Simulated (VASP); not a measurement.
Method: PBE GGA, VASP's PBE PAW potentials (set 64) (plane waves; VASP).

VASP ran on this input.

POSCAR:
```
TiB2
1
    1.5155072911    -2.6249356539     0.0000000000
    1.5155072911     2.6249356539     0.0000000000
    0.0000000000     0.0000000000     3.2281552472
Ti B
1 2
Direct
  0.0000000000   0.0000000000   0.0000000000
  0.3333330000   0.6666670000   0.5000000000
  0.6666670000   0.3333330000   0.5000000000
```

**KPOINTS**
```
K-points
0
Gamma
12 12 10
0 0 0
```

### INCAR
```
LASPH = .True.   ! aspherical one-centre terms
ISIF = 3   ! ions, shape and volume
LMAXMIX = 4
ISMEAR = 1
ALGO = Normal   ! blocked Davidson
NSW = 40   ! most ionic steps
GGA = PE
LCHARG = .False.
IBRION = 2   ! conjugate gradients
EDIFF = 1E-6   ! SCF stop (eV)
ENCUT = 620   ! plane-wave cut-off (eV)
LWAVE = .False.
SIGMA = 0.1
PREC = Accurate
SYSTEM = TiB2
EDIFFG = -0.02   ! ionic stop
LREAL = .False.
NELM = 100   ! most electronic steps
```

POTCAR, in this order: Ti_sv B (PBE.64 set). Program: vasp_std.

The run wrote:

### OSZICAR
```
       N       E                     dE             d eps       ncg     rms          rms(c)
DAV:   1     0.141777513973E+03    0.14178E+03   -0.10452E+04  2964   0.179E+03
DAV:   2    -0.182050518451E+02   -0.15998E+03   -0.15561E+03  3009   0.424E+02
DAV:   3    -0.291578065838E+02   -0.10953E+02   -0.10728E+02  4276   0.101E+02
DAV:   4    -0.295804909848E+02   -0.42268E+00   -0.42224E+00  3846   0.184E+01
DAV:   5    -0.295925016090E+02   -0.12011E-01   -0.12009E-01  4353   0.277E+00    0.167E+01
DAV:   6    -0.243968171609E+02    0.51957E+01   -0.26629E+01  3979   0.597E+01    0.385E+00
DAV:   7    -0.244302756883E+02   -0.33459E-01   -0.17497E+00  3301   0.157E+01    0.331E+00
DAV:   8    -0.244392923833E+02   -0.90167E-02   -0.16917E-01  4268   0.381E+00    0.758E-01
DAV:   9    -0.244323818021E+02    0.69106E-02   -0.72585E-02  3961   0.361E+00    0.295E-01
DAV:  10    -0.244315949642E+02    0.78684E-03   -0.52967E-03  3780   0.101E+00    0.650E-02
DAV:  11    -0.244316064986E+02   -0.11534E-04   -0.37530E-04  4172   0.255E-01    0.540E-02
DAV:  12    -0.244315858746E+02    0.20624E-04   -0.14060E-04  3910   0.163E-01    0.939E-03
DAV:  13    -0.244315852644E+02    0.61020E-06   -0.10548E-05  3681   0.428E-02    0.239E-03
DAV:  14    -0.244315852531E+02    0.11295E-07   -0.29049E-07  1652   0.728E-03
   1 F= -.24431585E+02 E0= -.24431359E+02  d E =-.244316E+02
```

File OUTCAR:
```
------------------------ aborting loop because EDIFF is reached ----------------------------------------
  FORCE on cell =-STRESS in cart. coord.  units (eV):
  Direction    XX          YY          ZZ          XY          YZ          ZX
  --------------------------------------------------------------------------------------
  Total        0.0396829      0.0396829     -0.0403113      0.0000000     -0.0000000     -0.0000000
  in kB        2.4754437      2.4754437     -2.5146405      0.0000000     -0.0000000     -0.0000000
  external PRESSURE =       0.8120823 kB  Pullay stress =       0.0000000 kB
  volume of cell :       25.68
      direct lattice vectors                 reciprocal lattice vectors
     1.515507291 -2.624935654  0.000000000     0.329922530 -0.190480860  0.000000000
     1.515507291  2.624935654  0.000000000     0.329922530  0.190480860  0.000000000
     0.000000000  0.000000000  3.228155247     0.000000000  0.000000000  0.309774445
 POSITION                                       TOTAL-FORCE (eV/Angst)
 -----------------------------------------------------------------------------------
      0.00000      0.00000      0.00000        -0.000000      0.000000      0.000000
      1.51551      0.87498      1.61408        -0.000000      0.000000      0.000000
      1.51551     -0.87498      1.61408         0.000000     -0.000000     -0.000000
 -----------------------------------------------------------------------------------
    total drift:                                0.000000      0.000000      0.000000
  FREE ENERGIE OF THE ION-ELECTRON SYSTEM (eV)
  ---------------------------------------------------
  free  energy   TOTEN  =       -24.4315852531 eV

  energy  without entropy=      -24.4309062342  energy(sigma->0) =      -24.43135891

 reached required accuracy - stopping structural energy minimisation
```
(Selected blocks of OUTCAR.)

The compound is TiB2 in the AlB2 type structure. It was relaxed first.
